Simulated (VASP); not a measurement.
```
CELL_PARAMETERS angstrom
      0.00000     2.65963     2.65963
      2.65963     0.00000     2.65963
      2.65963     2.65963     0.00000
ATOMIC_POSITIONS crystal
  Yb 0.00000 0.00000 0.00000
```

Computed with optB86b-vdW, VASP's PBE PAW potentials (set 64) (plane waves; VASP). Settings: 520 eV cut-off, 9×9×9 Γ-centred mesh, Gaussian smearing of 0.050 eV, potentials Yb_2.

The 4f electrons are frozen in the core of the lanthanide potential, so 4f levels, which can set the real gap, and their magnetism are missing.

### Question
Give the energy at these volumes per atom, relative to the lowest: 35.02, 36.14, 37.26, 38.37, 39.49 Å³.

### Answer
11.0, 3.3, 0.0, 0.6, 4.6 meV/atom. A third-order Birch-Murnaghan fit gives B0 = 17.9 GPa and B0′ = 3.5.

Measured: bulk modulus 16.3 GPa (computed value off by +9.8 %), as given by doi:10.1007/BF02743909 (ytterbium under pressure), abstract; a 5.485 Å at 293 K (computed value off by -3.0 %), as given by Wikipedia, Ytterbium (infobox). The calculation is for a static lattice, while the measured bulk modulus, a hold thermal and zero-point effects, which are part of the difference.

The compound is Yb in the fcc structure. It was relaxed first, which changed the volume by -9 %.
